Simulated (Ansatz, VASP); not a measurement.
# Sr (Sr(110)): VASP beside Ansatz

Wanted: the spread between two codes on one cell, functional and k mesh. Other levels of theory on this material are compared in a session of their own.

Program: Ansatz 0.2.0. Level of theory: plane waves, with VASP 6.6.1 beside it; single point at r2SCAN. Results are calculated unless marked as measured.

### Step 1. Starting point

The cell holds 7 atoms: 7 Sr. Its edges and angles: a = 6.080 Å, b = 4.299 Å, c = 30.898 Å, α = 90.0°, β = 90.0°, γ = 90.0°. Vacuum lies along c.

Coordinates:

```cif
data_structure
_symmetry_space_group_name_H-M 'P 1'
_symmetry_Int_Tables_number 1
_cell_length_a 6.0800
_cell_length_b 4.2992
_cell_length_c 30.8976
_cell_angle_alpha 90.000
_cell_angle_beta 90.000
_cell_angle_gamma 90.000
_cell_volume 807.64
loop_
_atom_site_label
_atom_site_type_symbol
_atom_site_fract_x
_atom_site_fract_y
_atom_site_fract_z
_atom_site_occupancy
Sr1 Sr 0.00000 0.00000 0.29128 1
Sr2 Sr 0.50000 0.50000 0.36086 1
Sr3 Sr 0.00000 0.00000 0.43043 1
Sr4 Sr 0.50000 0.50000 0.50000 1
Sr5 Sr 0.00000 0.00000 0.56957 1
Sr6 Sr 0.50000 0.50000 0.63914 1
Sr7 Sr 0.00000 0.00000 0.70872 1
```

### Step 2. VASP: single point, r2SCAN

A single point gives forces, pressure and levels at one fixed geometry, so differences don't come from the geometry; what else differs is listed under the comparison.

Lines of VASP's logs that name or quote its potential files are left out, and so is its time.

INCAR reads:

```
SYSTEM = Sr
PREC = Normal
ENCUT = 350
EDIFF = 1E-06
NELM = 120
ISMEAR = 1
SIGMA = 0.1
LREAL = .FALSE.
ALGO = Normal
METAGGA = R2SCAN
LASPH = .TRUE.
NBANDS = 43
LORBIT = 11
LWAVE = .FALSE.
LCHARG = .FALSE.
KPAR = 2
NCORE = 2
IDIPOL = 3
LDIPOL = .TRUE.
DIPOL = 0.5 0.5 0.5
LVHAR = .TRUE.
LVACPOTAV = .TRUE.
```

POSCAR reads:

```
Sr
1.0
    6.0800000000      0.0000000000      0.0000000000
    0.0000000000      4.2992092296      0.0000000000
    0.0000000000      0.0000000000     30.8976276888
Sr
7
Direct
    0.0000000000      0.0000000000      0.2912844989
    0.5000000000      0.5000000000      0.3608563326
    0.0000000000      0.0000000000      0.4304281663
    0.5000000000      0.5000000000      0.5000000000
    0.0000000000      0.0000000000      0.5695718337
    0.5000000000      0.5000000000      0.6391436674
    0.0000000000      0.0000000000      0.7087155011
```

KPOINTS reads:

```
Automatic mesh
0
Gamma
4 6 1
0 0 0
```

The projector-augmented-wave data sets are Sr_sv (PBE family, release 64).

Launch:

```console
> mpirun -np 4 vasp_std
```

Numbers of over 12 decimals in the logs are rounded to 6 here.

What it wrote:

```text
[banner, memory and clock lines left out]
running    4 mpi-ranks, on    1 nodes
 distrk:  each k-point on    2 cores,    2 groups
 distr:  one band on    2 cores,    1 groups

 POSCAR found type information on POSCAR Sr
 POSCAR found :  1 types and       7 ions
|                                                                             |
|               ----> ADVICE to this user running VASP <----                  |
|                                                                             |
|     You enforced a specific xc type in the INCAR file but a different       |
|     [... a line on the potential file left out ...]
|     I HOPE YOU KNOW WHAT YOU ARE DOING!                                     |
|                                                                             |

 LDA part: xc-table for (None), standard interpolation
 POSCAR, INCAR and KPOINTS ok, starting setup
 FFT: planning ... GRIDC
 FFT: planning ... GRID_SOFT
 FFT: planning ... GRID
 WAVECAR not read
 entering main loop
       N       E                     dE             d eps       ncg     rms          rms(c)
DAV:   1     0.224781587119E+03    0.22478E+03   -0.28303E+04  1520   0.938E+02
DAV:   2    -0.814735982996E+02   -0.30626E+03   -0.30229E+03  1172   0.247E+02
DAV:   3    -0.122736402322E+03   -0.41263E+02   -0.40971E+02  1474   0.510E+01
DAV:   4    -0.130848067210E+03   -0.81117E+01   -0.80480E+01  1800   0.226E+01
DAV:   5    -0.131391933251E+03   -0.54387E+00   -0.54312E+00  1517   0.509E+00    0.214E+01
DAV:   6    -0.104482562843E+03    0.26909E+02   -0.39427E+01  1472   0.148E+01    0.188E+01
DAV:   7    -0.104148647434E+03    0.33392E+00   -0.50749E+00  1312   0.489E+00    0.141E+01
DAV:   8    -0.104406275419E+03   -0.25763E+00   -0.37261E+00  1312   0.456E+00    0.529E+00
DAV:   9    -0.104185350844E+03    0.22092E+00   -0.21406E+00  1328   0.246E+00    0.213E+00
DAV:  10    -0.104200788244E+03   -0.15437E-01   -0.22176E-01  1333   0.137E+00    0.753E-01
DAV:  11    -0.104204035042E+03   -0.32468E-02   -0.26964E-02  1656   0.411E-01    0.336E-01
DAV:  12    -0.104206440440E+03   -0.24054E-02   -0.46349E-03  1290   0.174E-01    0.277E-01
DAV:  13    -0.104207701824E+03   -0.12614E-02   -0.21529E-03  1210   0.129E-01    0.534E-02
DAV:  14    -0.104208402376E+03   -0.70055E-03   -0.50896E-04  1405   0.507E-02    0.426E-02
[...]
DAV:  20    -0.104210478758E+03   -0.40799E-04   -0.16143E-05  1055   0.118E-02    0.316E-03
DAV:  21    -0.104210492149E+03   -0.13391E-04   -0.38396E-06   906   0.944E-03    0.150E-03
DAV:  22    -0.104210507281E+03   -0.15132E-04   -0.46287E-06   810   0.102E-02    0.169E-03
DAV:  23    -0.104210508915E+03   -0.16336E-05   -0.75852E-07   764   0.462E-03    0.886E-04
DAV:  24    -0.104210516450E+03   -0.75356E-05   -0.71167E-07   737   0.450E-03    0.354E-04
DAV:  25    -0.104210518266E+03   -0.18155E-05   -0.37428E-07   710   0.254E-03    0.282E-04
DAV:  26    -0.104210519349E+03   -0.10828E-05   -0.18741E-07   689   0.211E-03    0.221E-04
DAV:  27    -0.104210518433E+03    0.91576E-06   -0.21970E-07   686   0.218E-03
|                                                                             |
|           W    W    AA    RRRRR   N    N  II  N    N   GGGG   !!!           |
|           W    W   A  A   R    R  NN   N  II  NN   N  G    G  !!!           |
|           W    W  A    A  R    R  N N  N  II  N N  N  G       !!!           |
|           W WW W  AAAAAA  RRRRR   N  N N  II  N  N N  G  GGG   !            |
|           WW  WW  A    A  R   R   N   NN  II  N   NN  G    G                |
|           W    W  A    A  R    R  N    N  II  N    N   GGGG   !!!           |
|                                                                             |
|     Did not find any points to average over, which means that no vacuum     |
|     field-free region was found. Please increase the size of  your cell     |
|     in the dimension of the dipole correction to obtain accurate            |
|     workfunction values.                                                    |
|                                                                             |

   1 F= -.10421052E+03 E0= -.10420727E+03  d E =-.973245E-02
```

OUTCAR, selected parts (step 2):

```text
ion  position               nearest neighbor table
   1  0.000  0.000  0.291-   2 4.30   2 4.30   2 4.30   2 4.30   3 4.30
   2  0.500  0.500  0.361-   3 4.30   3 4.30   3 4.30   3 4.30   1 4.30   1 4.30   1 4.30   1 4.30
                             4 4.30
   3  0.000  0.000  0.430-   2 4.30   2 4.30   2 4.30   2 4.30   4 4.30   4 4.30   4 4.30   4 4.30
                             1 4.30   5 4.30
   4  0.500  0.500  0.500-   3 4.30   5 4.30   3 4.30   5 4.30   3 4.30   5 4.30   3 4.30   5 4.30
                             2 4.30   6 4.30
   5  0.000  0.000  0.570-   6 4.30   6 4.30   6 4.30   6 4.30   4 4.30   4 4.30   4 4.30   4 4.30
                             7 4.30   3 4.30
   6  0.500  0.500  0.639-   5 4.30   5 4.30   5 4.30   5 4.30   7 4.30   7 4.30   7 4.30   7 4.30
                             4 4.30
   7  0.000  0.000  0.709-   6 4.30   6 4.30   6 4.30   6 4.30   5 4.30

  LATTYP: Found a simple orthorhombic cell.
 ALAT       =     4.2992092296
 B/A-ratio  =     1.4142135624
 C/A-ratio  =     7.1868164676

 Subroutine GETGRP returns: Found  8 space group operations
 (whereof  8 operations were pure point group operations)

The static configuration has the point symmetry D_2h.

 Found     12 irreducible k-points:

   k-points           NKPTS =     12   k-points in BZ     NKDIM =     12   number of bands    NBANDS=     43

   dimension x,y,z NGX =    28 NGY =   20 NGZ =  144
   dimension x,y,z NGXF=    56 NGYF=   40 NGZF=  288

   ENCUT  =  350.0 eV  25.72 Ry    5.07 a.u.   9.27  6.56 47.13*2*pi/ulx,y,z

   NELECT =      70.0000    total number of electrons

 k-points in reciprocal lattice and weights: Automatic mesh
   0.00000000  0.00000000  0.00000000       0.042
   0.25000000  0.00000000  0.00000000       0.083
   0.50000000  0.00000000  0.00000000       0.042
   0.00000000  0.16666667  0.00000000       0.083
   0.25000000  0.16666667  0.00000000       0.167
   0.50000000  0.16666667  0.00000000       0.083
   0.00000000  0.33333333  0.00000000       0.083
   0.25000000  0.33333333  0.00000000       0.167
   0.50000000  0.33333333  0.00000000       0.083
   0.00000000  0.50000000  0.00000000       0.042
   0.25000000  0.50000000  0.00000000       0.083
   0.50000000  0.50000000  0.00000000       0.042

 dipolmoment           0.000000      0.000000      0.000000 electrons x Angstroem

 average (electrostatic) potential at core
       1 -48.4370       2 -47.7176       3 -47.6719       4 -47.6749       5 -47.6719
       6 -47.7176       7 -48.4370

 E-fermi :  -0.4881

 k-point     1 :       0.0000    0.0000    0.0000
  band No.  band energies     occupation
    ...
     32      -2.1176      2.00000
     33      -1.2385      2.00000
     34      -0.9076      2.00000
     35      -0.5544      1.89261
     36      -0.4656      0.62905
     37      -0.1001     -0.00000
     38       0.0868     -0.00000
     39       0.3568     -0.00000
     40       0.4067     -0.00000
     41       0.4541     -0.00000
    ...

 k-point     2 :       0.2500    0.0000    0.0000
  band No.  band energies     occupation
    ...
     32      -1.9365      2.00000
     33      -1.6300      2.00000
     34      -1.2854      2.00000
     35      -1.2199      2.00000
     36      -0.5584      1.92157
     37      -0.3287     -0.04666
     38      -0.0884     -0.00000
     39       0.1183     -0.00000
     40       0.3814     -0.00000
     41       0.6828     -0.00000
    ...

 k-point     3 :       0.5000    0.0000    0.0000
  band No.  band energies     occupation
    ...
     32      -2.4205      2.00000
     33      -2.0762      2.00000
     34      -1.8795      2.00000
     35      -1.6293      2.00000
     36      -0.5679      1.97896
     37      -0.3228     -0.04128
     38      -0.2311     -0.00168
     39       0.1243     -0.00000
     40       0.2352     -0.00000
     41       0.6175     -0.00000
    ...

  Total       -0.7887730      0.4484896     -0.3608620      0.0000000      0.0000000      0.0000000
  in kB       -1.5647512      0.8897043     -0.7158705      0.0000000      0.0000000      0.0000000
  external PRESSURE =      -0.4636391 kB  Pullay stress =       0.0000000 kB

  energy-cutoff  :      350.00
  volume of cell :      807.64
      direct lattice vectors                 reciprocal lattice vectors
     6.080000000  0.000000000  0.000000000     0.164473684  0.000000000  0.000000000
     0.000000000  4.299209230  0.000000000     0.000000000  0.232600915  0.000000000
     0.000000000  0.000000000 30.897627689     0.000000000  0.000000000  0.032364944

 POSITION                                       TOTAL-FORCE (eV/Angst)
 -----------------------------------------------------------------------------------
      0.00000      0.00000      9.00000        -0.000000      0.000000      0.036418
      3.04000      2.14960     11.14960         0.000000      0.000000      0.013333
      0.00000      0.00000     13.29921        -0.000000      0.000000     -0.068319
      3.04000      2.14960     15.44881        -0.000000      0.000000      0.000000
      0.00000      0.00000     17.59842        -0.000000     -0.000000      0.068319
      3.04000      2.14960     19.74802        -0.000000      0.000000     -0.013333
      0.00000      0.00000     21.89763         0.000000      0.000000     -0.036418
 -----------------------------------------------------------------------------------
    total drift:                                0.000000      0.000000      0.000000

  FREE ENERGIE OF THE ION-ELECTRON SYSTEM (eV)
  ---------------------------------------------------
  free  energy   TOTEN  =      -104.2105184329 eV

  energy  without entropy=     -104.2007859805  energy(sigma->0) =     -104.20727428

 vacuum level on the upper side and lower side of the slab         2.066         2.066

 total charge
# of ion       s       p       d       tot
------------------------------------------
    1        2.065   5.784   0.087   7.936
    2        2.052   5.806   0.112   7.970
    3        2.052   5.807   0.113   7.973
    4        2.053   5.806   0.114   7.973
    5        2.052   5.807   0.113   7.973
    6        2.052   5.806   0.112   7.970
    7        2.065   5.784   0.087   7.936
--------------------------------------------------
tot         14.393  40.601   0.738  55.731

[... 3 further parts left out ...]
```

(Continued in part 2 of 2.)

[Lines on the potential files, build, host, timing and source positions are cut from VASP's logs without a mark.]

[Logs are printed without paths, hosts, clocks, repeated set-up lines and the standing remarks that a program may print on its own settings, such as how far it seeks lower states.]

[Hosts, paths, dates, database ids (printed as entryN), source tags and the programs' standing remarks are cut or masked in the printed files.]
